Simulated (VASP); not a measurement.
Data:

```
CELL_PARAMETERS angstrom
      0.00000     2.96893     2.96893
      2.96893     0.00000     2.96893
      2.96893     2.96893     0.00000
ATOMIC_POSITIONS crystal
  Mg 0.00000 0.00000 0.00000
  Se 0.25000 0.25000 0.25000
```

Level of theory: r2SCAN meta-GGA, VASP's PBE PAW potentials (set 64) (plane waves; VASP). Run with 400 eV cut-off, 7×7×7 Γ-centred mesh, Gaussian smearing of 0.050 eV, potentials Mg Se.

Q: Predict the energy per atom (σ→0), band gap (on the k-mesh) with the smallest direct gap where there is one.

A: 
| Property | Result |
|---|---|
| band gap (on the k-mesh) | 3.34 eV |
| smallest direct gap (on the k-mesh) | 3.34 eV |
| energy per atom (σ→0) | -10.698 eV/atom |

Total energies compare only between runs with the same potentials, cut-off and functional.

The structure comes from a computed database's MgSe entry (F-43m); how it stands against other phases isn't given here. The cell was not relaxed at this level.
